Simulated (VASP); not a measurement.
```
CELL_PARAMETERS angstrom
     -1.56505     1.56505     1.56505
      1.56505    -1.56505     1.56505
      1.56505     1.56505    -1.56505
ATOMIC_POSITIONS crystal
  Mo 0.00000 0.00000 0.00000
```

Calculation: PBEsol GGA, VASP's PBE PAW potentials (set 64) (plane waves; VASP). Settings: 400 eV cut-off, Gaussian smearing of 0.050 eV, potentials Mo_sv.

Question: What does the run give for the band gap (along the path) with the smallest direct gap where there is one?

Answer: 
```yaml
band gap (along the path): none (metal, semimetal or under 0.01 eV)
```

Only differences to runs with the same potentials and settings are physical.

The compound is Mo in the bcc structure. It was relaxed first.
